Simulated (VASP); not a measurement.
Data:

```
BeTe
1.0
    4.03940     0.00000     0.00000
   -2.01970     3.49822     0.00000
    0.00000     0.00000     7.08975
Be Te
2 2
Direct
  0.33333   0.66667   0.25000
  0.66667   0.33333   0.75000
  0.66667   0.33333   0.25000
  0.33333   0.66667   0.75000
```

Method: PBEsol GGA, VASP's PBE PAW potentials (set 64) (plane waves; VASP 6.6.1). Run with 400 eV cut-off, Gaussian smearing of 0.050 eV, potentials Be Te.

Without a dispersion term in the relaxation, distances and binding between the weakly bound layers, chains or molecules are unreliable, and so is what depends on them. Unless said otherwise, spin-orbit coupling is left out, though it shifts the bands of the heavy elements here.

Problem. What does the run give for the band gap (along the path) with the smallest direct gap where there is one?

Solution. 
| Item | Result |
|---|---|
| band gap (along the path) | 1.87 eV |
| smallest direct gap (along the path) | 2.41 eV |

The structure was generated: BeTe was put into the layered h-BN type type (P6_3/mmc), which need not be its known phase. It was relaxed first, which changed the volume by -26 %.
